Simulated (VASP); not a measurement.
## Lattice of W (Tungsten), functional by functional

Which functional gives which lattice for W (Tungsten)? The starting structure is a measured crystal structure from the Crystallography Open Database.

Main program and level: VASP 6.6.1; Kohn-Sham DFT with plane waves and PAW; PBEsol, LDA, PBE, PBEsol + D3(BJ), r2SCAN, r2SCAN + rVV10, rev-vdW-DF2 and PBEsol + D4.

## 1. Set-up

The structure is cubic, space group Im-3m (No. 229). The conventional cell has a = 3.165 Å, b = 3.165 Å, c = 3.165 Å, α = 90.00°, β = 90.00°, γ = 90.00°. Nearest to W lie 8 W at 2.74 Å.

Structure file:

```
W
1.0
    -1.58234    1.58234    1.58234
     1.58234   -1.58234    1.58234
     1.58234    1.58234   -1.58234
W
1
Direct
  0.00000 0.00000 0.00000
```

## 2. Relaxation with PBEsol

PBEsol restores the gradient expansion of exchange and is tuned for the cells of solids.

INCAR reads:

```
SYSTEM = W
PREC = Accurate
ENCUT = 450
EDIFF = 1E-06
NELM = 100
ISMEAR = 1
SIGMA = 0.1
LREAL = .FALSE.
ALGO = Normal
GGA = PS
NBANDS = 9
LORBIT = 11
LWAVE = .FALSE.
LCHARG = .FALSE.
KPAR = 2
IBRION = 2
NSW = 50
ISIF = 3
EDIFFG = -0.01
```

POSCAR reads:

```
W
1.0
   -1.5823450000      1.5823450000      1.5823450000
    1.5823450000     -1.5823450000      1.5823450000
    1.5823450000      1.5823450000     -1.5823450000
W
1
Direct
    0.0000000000      0.0000000000      0.0000000000
```

KPOINTS reads:

```
Automatic mesh
0
Gamma
12 12 12
0 0 0
```

PAW data sets: W (PBE family, release 64).

Run with:

```sh
$ mpirun -np 2 vasp_std
```

Log:

```text
[banner, memory and clock lines left out]
running    2 mpi-ranks, on    1 nodes
 distrk:  each k-point on    1 cores,    2 groups
 distr:  one band on    1 cores,    1 groups

 POSCAR found type information on POSCAR W
 POSCAR found :  1 types and       1 ions
|                                                                             |
|               ----> ADVICE to this user running VASP <----                  |
|                                                                             |
|     You enforced a specific xc type in the INCAR file but a different       |
|     [... a line on the potential file left out ...]
|     I HOPE YOU KNOW WHAT YOU ARE DOING!                                     |
|                                                                             |

 LDA part: xc-table for (Slater+PW92), standard interpolation
 POSCAR, INCAR and KPOINTS ok, starting setup
 FFT: planning ... GRIDC
 FFT: planning ... GRID_SOFT
 FFT: planning ... GRID
 WAVECAR not read
 entering main loop
       N       E                     dE             d eps       ncg     rms          rms(c)
DAV:   1     0.524080235768E+01    0.52408E+01   -0.27447E+03  1304   0.507E+02
DAV:   2    -0.142195977534E+02   -0.19460E+02   -0.18738E+02  1505   0.123E+02
DAV:   3    -0.146146816207E+02   -0.39508E+00   -0.39385E+00  1568   0.139E+01
DAV:   4    -0.146155727992E+02   -0.89118E-03   -0.89115E-03  1493   0.684E-01
DAV:   5    -0.146155747505E+02   -0.19513E-05   -0.19518E-05  1464   0.298E-02    0.213E+01
DAV:   6    -0.140849048658E+02    0.53067E+00   -0.40380E-01  1404   0.404E+00    0.104E+01
DAV:   7    -0.138785479951E+02    0.20636E+00   -0.46791E-01  1457   0.421E+00    0.317E-01
DAV:   8    -0.138765554480E+02    0.19925E-02   -0.23897E-03  1391   0.368E-01    0.145E-01
DAV:   9    -0.138762616037E+02    0.29384E-03   -0.22719E-04  1532   0.678E-02    0.221E-02
DAV:  10    -0.138762612260E+02    0.37762E-06   -0.30647E-05  1538   0.375E-02    0.257E-02
DAV:  11    -0.138762596758E+02    0.15502E-05   -0.16882E-06  1264   0.104E-02    0.151E-03
DAV:  12    -0.138762596935E+02   -0.17751E-07   -0.15706E-08   676   0.999E-04
   1 F= -.13876260E+02 E0= -.13875979E+02  d E =-.138763E+02
[...]
2 F= -.13802419E+02 E0= -.13802330E+02  d E =0.738405E-01
[...]
3 F= -.13882164E+02 E0= -.13881857E+02  d E =-.590450E-02
 curvature:  -0.10 expect dE=-0.816E-05 dE for cont linesearch -0.816E-05
 ZBRENT: interpolating
 opt :   0.2218  next Energy=   -13.882172 (dE=-0.591E-02)
 bond charge predicted
       N       E                     dE             d eps       ncg     rms          rms(c)
DAV:   1    -0.138821728713E+02   -0.87229E-05   -0.14183E-04  1299   0.865E-02    0.379E-02
DAV:   2    -0.138821707124E+02    0.21589E-05   -0.25523E-06  1385   0.119E-02    0.155E-02
DAV:   3    -0.138821705881E+02    0.12434E-06   -0.13993E-06   664   0.783E-03
   4 F= -.13882171E+02 E0= -.13881864E+02  d E =-.591089E-02
 curvature:  -0.10 expect dE=-0.268E-07 dE for cont linesearch -0.268E-07
 trial: gam= 0.00000 g(F)=  0.859E-65 g(S)=  0.268E-06 ort =-0.119E-03 (trialstep = 0.844E+00)
 search vector abs. value=  0.268E-06
 reached required accuracy - stopping structural energy minimisation
```

The job ended after 4.8 s (2 MPI ranks of Intel Xeon 6975P-C (Granite Rapids), shared host; peak memory 0.26 GiB).

Lines that name or quote the potential files are left out of all logs, and their timing lines are given in words.

OUTCAR, selected parts (step 2):

```text
ion  position               nearest neighbor table
   1  0.000  0.000  0.000-

  LATTYP: Found a body centered cubic cell.
 ALAT       =     3.1646900000

 Subroutine GETGRP returns: Found 48 space group operations
 (whereof 48 operations were pure point group operations)

The static configuration has the point symmetry O_h .

 Found     72 irreducible k-points:

   k-points           NKPTS =     72   k-points in BZ     NKDIM =     72   number of bands    NBANDS=      9

   dimension x,y,z NGX =    20 NGY =   20 NGZ =   20
   dimension x,y,z NGXF=    40 NGYF=   40 NGZF=   40

   ENCUT  =  450.0 eV  33.07 Ry    5.75 a.u.   4.74  4.74  4.74*2*pi/ulx,y,z

   NELECT =       6.0000    total number of electrons

 k-points in reciprocal lattice and weights: Automatic mesh
   0.00000000  0.00000000  0.00000000       0.001
   0.08333333  0.00000000  0.00000000       0.007
   0.16666667  0.00000000  0.00000000       0.007
   0.25000000  0.00000000  0.00000000       0.007
   0.33333333  0.00000000  0.00000000       0.007
   0.41666667  0.00000000  0.00000000       0.007
   0.50000000  0.00000000  0.00000000       0.003
   0.08333333  0.08333333  0.00000000       0.014
   0.16666667  0.08333333  0.00000000       0.028
[...]
0.50000000  0.50000000  0.41666667       0.007
   0.50000000  0.50000000  0.50000000       0.001

 average (electrostatic) potential at core
       1 -37.4518

 E-fermi :   7.7947

 k-point     1 :       0.0000    0.0000    0.0000
  band No.  band energies     occupation
      1      -1.8764      2.00000
      2       6.5982      2.00000
      3       6.5982      2.00000
      4       6.5982      2.00000
      5      10.1198      0.00000
      6      10.1198      0.00000
      7      23.2093      0.00000
      8      23.2093      0.00000
      9      23.2093      0.00000

 k-point     2 :       0.0833    0.0000    0.0000
  band No.  band energies     occupation
      1      -1.5435      2.00000
      2       6.3937      2.00000
      3       6.5471      2.00000
      4       6.9333      2.00000
      5       9.8166      0.00000
      6      10.1267      0.00000
      7      23.4889      0.00000
      8      23.7911      0.00000
      9      24.0156      0.00000

 k-point     3 :       0.1667    0.0000    0.0000
  band No.  band energies     occupation
      1      -0.6289      2.00000
      2       5.8787      2.00000
      3       6.2914      2.00000
      4       7.9136     -0.07051
      5       9.4196     -0.00000
      6      10.1783      0.00000
      7      23.9333      0.00000
      8      25.4269      0.00000
    ...

  Total        0.0013597      0.0013597      0.0013597      0.0000000     -0.0000000      0.0000000
  in kB        0.1401670      0.1401670      0.1401670      0.0000000     -0.0000000      0.0000000
  external PRESSURE =       0.1401670 kB  Pullay stress =       0.0000000 kB

  energy-cutoff  :      450.00
  volume of cell :       15.54
      direct lattice vectors                 reciprocal lattice vectors
    -1.572117595  1.572117595  1.572117595     0.000000000  0.318042366  0.318042366
     1.572117595 -1.572117595  1.572117595     0.318042366  0.000000000  0.318042366
     1.572117595  1.572117595 -1.572117595     0.318042366  0.318042366  0.000000000

 POSITION                                       TOTAL-FORCE (eV/Angst)
 -----------------------------------------------------------------------------------
      3.14424      0.00000      0.00000        -0.000000      0.000000      0.000000
 -----------------------------------------------------------------------------------
    total drift:                                0.000000      0.000000      0.000000

  FREE ENERGIE OF THE ION-ELECTRON SYSTEM (eV)
  ---------------------------------------------------
  free  energy   TOTEN  =       -13.8821705881 eV

  energy  without entropy=      -13.8812520826  energy(sigma->0) =      -13.88186442

 reached required accuracy - stopping structural energy minimisation

 total charge
# of ion       s       p       d       tot
------------------------------------------
    1        0.681   0.740   4.222   5.644

[... 3 further parts left out ...]
```

CONTCAR:

```
W
   1.00000000000000
    -1.5721175950767103    1.5721175950767103    1.5721175950767103
     1.5721175950767103   -1.5721175950767103    1.5721175950767103
     1.5721175950767103    1.5721175950767103   -1.5721175950767103
  W
     1
Direct
     0.0000000000000000    1.0000000000000000    1.0000000000000000
```

The PAW data sets were made with PBE, which is usual practice but a small mismatch for other functionals. The data set W keeps the semicore shell frozen, which is cheaper and a little less accurate. The run keeps the 48 symmetry operations of its start, so it cannot find a distortion of lower symmetry.

With PBEsol the relaxed cell holds 15.542 Å³ an atom, -1.93 % against the measured cell, with a = 3.144 Å.

## 3. Relaxation with LDA

LDA, the lowest rung, knows the local density alone. This run starts from the cell of an earlier relaxation, which isn't shown; the restart sets up the plane waves anew.

Edit INCAR of step 2 so:

```diff
@@ -9,3 +9,3 @@
 ALGO = Normal
-GGA = PS
+GGA = CA
 NBANDS = 9
```

POSCAR reads:

```
W
1.0
   -1.5639542458      1.5639542458      1.5639542458
    1.5639542458     -1.5639542458      1.5639542458
    1.5639542458      1.5639542458     -1.5639542458
W
1
Direct
    0.0000000000      0.0000000000      0.0000000000
```

KPOINTS is that of step 2.

PAW data sets: W (LDA family, release 64).

Run with:

```sh
$ mpirun -np 2 vasp_std
```

Log:

```text
[banner, memory and clock lines left out]
running    2 mpi-ranks, on    1 nodes
[...]
LDA part: xc-table for (Slater(with rela. corr.)+CA(PZ))
 , standard interpolation
 POSCAR, INCAR and KPOINTS ok, starting setup
[...]
entering main loop
       N       E                     dE             d eps       ncg     rms          rms(c)
DAV:   1     0.302430667070E+01    0.30243E+01   -0.27160E+03  1304   0.505E+02
DAV:   2    -0.145696429527E+02   -0.17594E+02   -0.16963E+02  1556   0.114E+02
DAV:   3    -0.149078832403E+02   -0.33824E+00   -0.33788E+00  1473   0.129E+01
DAV:   4    -0.149086532600E+02   -0.77002E-03   -0.76999E-03  1538   0.644E-01
[...]
DAV:   9    -0.142069814166E+02    0.11594E-02   -0.69705E-04  1476   0.124E-01    0.149E-01
DAV:  10    -0.142069542064E+02    0.27210E-04   -0.14265E-04  1501   0.752E-02    0.183E-02
DAV:  11    -0.142069550162E+02   -0.80981E-06   -0.14816E-06  1202   0.130E-02
   1 F= -.14206955E+02 E0= -.14206941E+02  d E =-.142070E+02
[...]
reached required accuracy - stopping structural energy minimisation
```

Run time: 2 s. Hardware: 2 MPI ranks; peak memory 0.23 GiB.

Parts of OUTCAR (step 3):

```text
  Total       -0.0057892     -0.0057892     -0.0057892      0.0000000     -0.0000000      0.0000000
  in kB       -0.6061756     -0.6061756     -0.6061756      0.0000000     -0.0000000      0.0000000
  external PRESSURE =      -0.6061756 kB  Pullay stress =       0.0000000 kB

 POSITION                                       TOTAL-FORCE (eV/Angst)
 -----------------------------------------------------------------------------------
      0.00000      0.00000      0.00000         0.000000      0.000000     -0.000000
 -----------------------------------------------------------------------------------
    total drift:                                0.000000      0.000000      0.000000

  FREE ENERGIE OF THE ION-ELECTRON SYSTEM (eV)
  ---------------------------------------------------
  free  energy   TOTEN  =       -14.2069550162 eV

  energy  without entropy=      -14.2069123385  energy(sigma->0) =      -14.20694079

[... 2 parts as in an earlier step ...]

[... 2 further parts left out ...]
[key lines of the parts left out:]
E-fermi :   8.2104
```

With LDA the relaxed cell holds 15.301 Å³ an atom, -3.45 % against the measured cell, with a = 3.128 Å. That is -1.55 % from PBEsol.

## 4. Relaxation with PBE

PBE, the usual starting point, adds the gradient of the density.

Edit INCAR of step 3 so:

```diff
@@ -9,3 +9,3 @@
 ALGO = Normal
-GGA = CA
+GGA = PE
 NBANDS = 9
```

POSCAR reads:

```
W
1.0
   -1.5823450000      1.5823450000      1.5823450000
    1.5823450000     -1.5823450000      1.5823450000
    1.5823450000      1.5823450000     -1.5823450000
W
1
Direct
    0.0000000000      0.0000000000      0.0000000000
```

KPOINTS is that of step 3.

PAW data sets: W (PBE family, release 64).

Run with:

```sh
$ mpirun -np 2 vasp_std
```

Log:

```text
[banner, memory and clock lines left out]
running    2 mpi-ranks, on    1 nodes
[...]
LDA part: xc-table for (Slater+PW92), standard interpolation
 POSCAR, INCAR and KPOINTS ok, starting setup
[...]
entering main loop
       N       E                     dE             d eps       ncg     rms          rms(c)
DAV:   1     0.615608535316E+01    0.61561E+01   -0.27445E+03  1304   0.507E+02
DAV:   2    -0.133038698056E+02   -0.19460E+02   -0.18736E+02  1513   0.123E+02
DAV:   3    -0.136973148114E+02   -0.39345E+00   -0.39221E+00  1558   0.139E+01
DAV:   4    -0.136982080695E+02   -0.89326E-03   -0.89323E-03  1504   0.687E-01
[...]
DAV:  10    -0.130173155083E+02    0.71055E-06   -0.31502E-05  1522   0.389E-02    0.282E-02
DAV:  11    -0.130173128579E+02    0.26504E-05   -0.17743E-06  1340   0.105E-02    0.148E-03
DAV:  12    -0.130173128035E+02    0.54399E-07   -0.11893E-08   675   0.833E-04
   1 F= -.13017313E+02 E0= -.13017021E+02  d E =-.130173E+02
[...]
DAV:   4    -0.130078044859E+02   -0.26710E-04   -0.30958E-05  1450   0.344E-02    0.184E-02
DAV:   5    -0.130078187066E+02   -0.14221E-04   -0.19853E-05  1445   0.217E-02    0.420E-03
DAV:   6    -0.130078190050E+02   -0.29844E-06   -0.11846E-07   760   0.302E-03
   2 F= -.13007819E+02 E0= -.13007716E+02  d E =0.949380E-02
 trial-energy change:    0.009494  1 .order    0.009309   -0.007944    0.026563
 step:   0.2246(harm=  0.2302)  dis= 0.00000  next Energy=   -13.018203 (dE=-0.890E-03)
[...]
N       E                     dE             d eps       ncg     rms          rms(c)
DAV:   1    -0.130225377509E+02   -0.14719E-01   -0.23699E-01  1302   0.351E+00    0.145E+00
DAV:   2    -0.130190432149E+02    0.34945E-02   -0.34360E-03  1456   0.427E-01    0.624E-01
DAV:   3    -0.130181526304E+02    0.89058E-03   -0.24167E-03  1647   0.306E-01    0.195E-02
DAV:   4    -0.130181653654E+02   -0.12735E-04   -0.11602E-05  1377   0.242E-02    0.167E-02
DAV:   5    -0.130181865067E+02   -0.21141E-04   -0.22913E-05  1469   0.239E-02    0.405E-03
DAV:   6    -0.130181868398E+02   -0.33314E-06   -0.16994E-07   750   0.303E-03
   3 F= -.13018187E+02 E0= -.13017928E+02  d E =-.874036E-03
[...]
reached required accuracy - stopping structural energy minimisation
```

Elapsed: 4 s, on 2 MPI ranks; peak memory 0.26 GiB; 7.1 s of CPU time.

From OUTCAR (step 4):

```text
  Total       -0.0004959     -0.0004959     -0.0004959     -0.0000000      0.0000000     -0.0000000
  in kB       -0.0497586     -0.0497586     -0.0497586     -0.0000000      0.0000000     -0.0000000
  external PRESSURE =      -0.0497586 kB  Pullay stress =       0.0000000 kB

 POSITION                                       TOTAL-FORCE (eV/Angst)
 -----------------------------------------------------------------------------------
      0.00000      0.00000     -0.00000        -0.000000      0.000000      0.000000
 -----------------------------------------------------------------------------------
    total drift:                                0.000000      0.000000     -0.000000

  FREE ENERGIE OF THE ION-ELECTRON SYSTEM (eV)
  ---------------------------------------------------
  free  energy   TOTEN  =       -13.0181868398 eV

  energy  without entropy=      -13.0174115780  energy(sigma->0) =      -13.01792842

[... 2 parts as in an earlier step ...]

[... 2 further parts left out ...]
[key lines of the parts left out:]
E-fermi :   7.6269
```

With PBE the relaxed cell holds 15.969 Å³ an atom, +0.76 % against the measured cell, with a = 3.173 Å. That is +2.74 % from PBEsol.

## 5. Relaxation with PBEsol + D3(BJ)

D3 with Becke-Johnson damping keeps a finite attraction at short range. This run starts from the cell of an earlier relaxation, which isn't shown; the restart sets up the plane waves anew.

Edit INCAR of step 4 so:

```diff
@@ -9,3 +9,4 @@
 ALGO = Normal
-GGA = PE
+GGA = PS
+IVDW = 12
 NBANDS = 9
```

POSCAR reads:

```
W
1.0
   -1.5596048344      1.5596048344      1.5596048344
    1.5596048344     -1.5596048344      1.5596048344
    1.5596048344      1.5596048344     -1.5596048344
W
1
Direct
    0.0000000000      0.0000000000      0.0000000000
```

KPOINTS is that of step 4.

Run with:

```sh
$ mpirun -np 2 vasp_std
```

Log:

```text
[banner, memory and clock lines left out]
running    2 mpi-ranks, on    1 nodes
[...]
[... a notice as in an earlier step ...]

 LDA part: xc-table for (Slater+PW92), standard interpolation
 POSCAR, INCAR and KPOINTS ok, starting setup
[...]
entering main loop
       N       E                     dE             d eps       ncg     rms          rms(c)
DAV:   1     0.560786080089E+01    0.56079E+01   -0.27275E+03  1304   0.502E+02
DAV:   2    -0.141828151847E+02   -0.19791E+02   -0.19042E+02  1534   0.126E+02
DAV:   3    -0.145678767387E+02   -0.38506E+00   -0.38253E+00  1472   0.137E+01
DAV:   4    -0.145689078198E+02   -0.10311E-02   -0.10310E-02  1506   0.791E-01
[...]
DAV:  10    -0.138727862949E+02    0.14183E-04   -0.98271E-05  1556   0.645E-02    0.106E-02
DAV:  11    -0.138727845748E+02    0.17202E-05   -0.10840E-06  1129   0.110E-02    0.540E-03
DAV:  12    -0.138727845790E+02   -0.42420E-08   -0.43622E-08   688   0.139E-03
   1 F= -.14649740E+02 E0= -.14649531E+02  d E =-.146497E+02
[...]
reached required accuracy - stopping structural energy minimisation
```

The job ended after 2.2 s (2 MPI ranks; peak memory 0.26 GiB).

From OUTCAR (step 5):

```text
 Edisp (eV)   -0.77696

  Total       0.00133     0.00133     0.00133     0.00000     0.00000    -0.00000
  in kB       0.14077     0.14077     0.14077     0.00000     0.00000    -0.00000
  external pressure =        0.14 kB  Pullay stress =        0.00 kB

 POSITION                                       TOTAL-FORCE (eV/Angst)
 -----------------------------------------------------------------------------------
      0.00000      0.00000      0.00000         0.000000     -0.000000      0.000000
 -----------------------------------------------------------------------------------
    total drift:                                0.000000      0.000000      0.000000

  FREE ENERGIE OF THE ION-ELECTRON SYSTEM (eV)
  ---------------------------------------------------
  free  energy   TOTEN  =       -14.6497401379 eV

  energy  without entropy=      -14.6491115278  energy(sigma->0) =      -14.64953060

[... 2 parts as in an earlier step ...]

[... 2 further parts left out ...]
[key lines of the parts left out:]
E-fermi :   8.1004
```

With PBEsol + D3(BJ) the relaxed cell holds 15.174 Å³ an atom, -4.25 % against the measured cell, with a = 3.119 Å. That is -2.37 % from PBEsol.

[end of part 1 of 2]

[Lines on the potential files, build, host, timing and source positions are cut from VASP's logs without a mark.]

[Logs are printed without paths, hosts, clocks, repeated set-up lines and the standing remarks that a program may print on its own settings, such as how far it seeks lower states.]

[Hosts, paths, dates, database ids (printed as entryN), source tags and the programs' standing remarks are cut or masked in the printed files.]
